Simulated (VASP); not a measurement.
Output of a VASP run:

File OSZICAR:
```
...
       N       E                     dE             d eps       ncg     rms          rms(c)
DAV:   1    -0.322942138394E+02   -0.21611E-01   -0.87759E-01   960   0.808E+00    0.610E-01
DAV:   2    -0.322907873158E+02    0.34265E-02   -0.56016E-02   988   0.199E+00    0.222E-01
DAV:   3    -0.322894692382E+02    0.13181E-02   -0.48139E-03  1188   0.521E-01    0.747E-02
DAV:   4    -0.322894169250E+02    0.52313E-04   -0.25251E-04  1128   0.106E-01    0.512E-02
DAV:   5    -0.322894033533E+02    0.13572E-04   -0.46163E-05  1120   0.502E-02    0.212E-02
DAV:   6    -0.322894020634E+02    0.12900E-05   -0.84098E-06  1184   0.177E-02    0.408E-03
DAV:   7    -0.322894019056E+02    0.15773E-06   -0.12618E-06   608   0.682E-03
  31 F= -.32289402E+02 E0= -.32289345E+02  d E =-.167995E-01
       N       E                     dE             d eps       ncg     rms          rms(c)
DAV:   1    -0.323109577894E+02   -0.21556E-01   -0.21884E+00   960   0.127E+01    0.948E-01
DAV:   2    -0.323025127113E+02    0.84451E-02   -0.13696E-01   972   0.311E+00    0.346E-01
DAV:   3    -0.322992135351E+02    0.32992E-02   -0.12630E-02  1204   0.834E-01    0.119E-01
DAV:   4    -0.322990969179E+02    0.11662E-03   -0.64762E-04  1140   0.166E-01    0.797E-02
DAV:   5    -0.322990658729E+02    0.31045E-04   -0.14033E-04  1116   0.898E-02    0.369E-02
DAV:   6    -0.322990645839E+02    0.12889E-05   -0.26010E-05  1200   0.289E-02    0.745E-03
DAV:   7    -0.322990640809E+02    0.50309E-06   -0.37127E-06   928   0.121E-02
  32 F= -.32299064E+02 E0= -.32299683E+02  d E =-.264617E-01
       N       E                     dE             d eps       ncg     rms          rms(c)
DAV:   1    -0.323061608398E+02   -0.70963E-02   -0.22403E-01   960   0.371E+00    0.411E-01
DAV:   2    -0.323022892692E+02    0.38716E-02   -0.15139E-02  1096   0.899E-01    0.171E-01
DAV:   3    -0.323015156101E+02    0.77366E-03   -0.19621E-03  1220   0.255E-01    0.711E-02
DAV:   4    -0.323014215394E+02    0.94071E-04   -0.26678E-04  1268   0.913E-02    0.386E-02
DAV:   5    -0.323014208509E+02    0.68841E-06   -0.18963E-05  1172   0.301E-02    0.173E-02
DAV:   6    -0.323014214295E+02   -0.57855E-06   -0.32317E-06   964   0.949E-03
  33 F= -.32301421E+02 E0= -.32302385E+02  d E =-.235735E-02
       N       E                     dE             d eps       ncg     rms          rms(c)
DAV:   1    -0.323016775259E+02   -0.25667E-03   -0.89647E-03   960   0.745E-01    0.819E-02
DAV:   2    -0.323015225445E+02    0.15498E-03   -0.59023E-04  1096   0.179E-01    0.344E-02
DAV:   3    -0.323014911375E+02    0.31407E-04   -0.78478E-05  1232   0.516E-02    0.140E-02
DAV:   4    -0.323014880252E+02    0.31123E-05   -0.10257E-05  1260   0.173E-02    0.805E-03
DAV:   5    -0.323014881972E+02   -0.17198E-06   -0.69049E-07   568   0.623E-03
  34 F= -.32301488E+02 E0= -.32302511E+02  d E =-.242412E-02
       N       E                     dE             d eps       ncg     rms          rms(c)
DAV:   1    -0.323018962194E+02   -0.40819E-03   -0.14813E-02   960   0.100E+00    0.103E-01
DAV:   2    -0.323016992077E+02    0.19701E-03   -0.71346E-04  1068   0.215E-01    0.433E-02
DAV:   3    -0.323016386394E+02    0.60568E-04   -0.21326E-04  1200   0.968E-02    0.174E-02
DAV:   4    -0.323016385266E+02    0.11279E-06   -0.10676E-05  1164   0.213E-02    0.113E-02
DAV:   5    -0.323016377769E+02    0.74972E-06   -0.96559E-07   580   0.739E-03
  35 F= -.32301638E+02 E0= -.32302659E+02  d E =-.149580E-03
```

**OUTCAR**
```
------------------------ aborting loop because EDIFF is reached ----------------------------------------
  FORCE on cell =-STRESS in cart. coord.  units (eV):
  Direction    XX          YY          ZZ          XY          YZ          ZX
  --------------------------------------------------------------------------------------
  Total        0.0148689      0.0148689     -0.0281773      0.0000000      0.0000000      0.0000000
  in kB        0.2804588      0.2804588     -0.5314837      0.0000000      0.0000000      0.0000000
  external PRESSURE =       0.0098113 kB  Pullay stress =       0.0000000 kB
  volume of cell :       84.94
      direct lattice vectors                 reciprocal lattice vectors
     3.125576698 -0.000000000  0.000000000     0.319940957  0.184717999 -0.000000000
    -1.562788349  2.706828795 -0.000000000     0.000000000  0.369435999 -0.000000000
    -0.000000000  0.000000000 10.039896683    -0.000000000  0.000000000  0.099602619
 POSITION                                       TOTAL-FORCE (eV/Angst)
 -----------------------------------------------------------------------------------
     -0.00000      1.80455      0.48980         0.000000      0.000000      0.012621
      1.56279      0.90228      5.50975        -0.000000      0.000000      0.012621
     -0.00000      1.80455      3.27516         0.000000     -0.000000     -0.012621
      1.56279      0.90228      8.29511        -0.000000     -0.000000     -0.012621
 -----------------------------------------------------------------------------------
    total drift:                               -0.000684      0.000395      0.001660
  FREE ENERGIE OF THE ION-ELECTRON SYSTEM (eV)
  ---------------------------------------------------
  free  energy   TOTEN  =       -32.3016377769 eV

  energy  without entropy=      -32.3047002827  energy(sigma->0) =      -32.30265861

 reached required accuracy - stopping structural energy minimisation
```
(Selected blocks of OUTCAR.)

POSCAR:
```
TaSb
1
    4.4072707365     0.0000000000     0.0000000000
   -2.2036353682     3.8168082910    -0.0000000000
   -0.0000000000    -0.0000000000     7.1656639585
Ta Sb
2 2
Direct
  0.3333330000   0.6666670000   0.0002389517
  0.6666670000   0.3333330000   0.5002389517
  0.3333330000   0.6666670000   0.3747610483
  0.6666670000   0.3333330000   0.8747610483
```

Reconstruct the remaining input files.

This is not unique; one that fits is the input of the run itself, PBEsol GGA, plane waves, VASP's PBE PAW potentials (set 64).

### INCAR
```
# general
SYSTEM  = TaSb
PREC    = Accurate
ENCUT   = 400
LREAL   = .FALSE.
LASPH   = .TRUE.

# electronic loop
EDIFF   = 1E-6
NELM    = 100
ALGO    = Normal
LMAXMIX = 6

# smearing
ISMEAR  = 1
SIGMA   = 0.1

# functional
GGA     = PS

# ions
IBRION  = 2
NSW     = 60
ISIF    = 3
EDIFFG  = -0.02

# output
LWAVE   = .FALSE.
LCHARG  = .FALSE.
```

### KPOINTS
```
Regular mesh
0
Gamma
  7 7 4
0 0 0
```

POTCAR, in this order: Ta_pv Sb (PBE.64 set). Program: vasp_std.

Energy and stress use the plane-wave basis of the starting cell.

The structure was generated: TaSb was put into the wurtzite type (P6_3mc), which need not be its known phase. This run relaxes it. Symmetry was kept, so distortions that lower it aren't found. The k-mesh is coarse (spacing up to 0.33 per Å, 2π included), so the numbers may not be converged in it. The start is the result of an earlier pass.
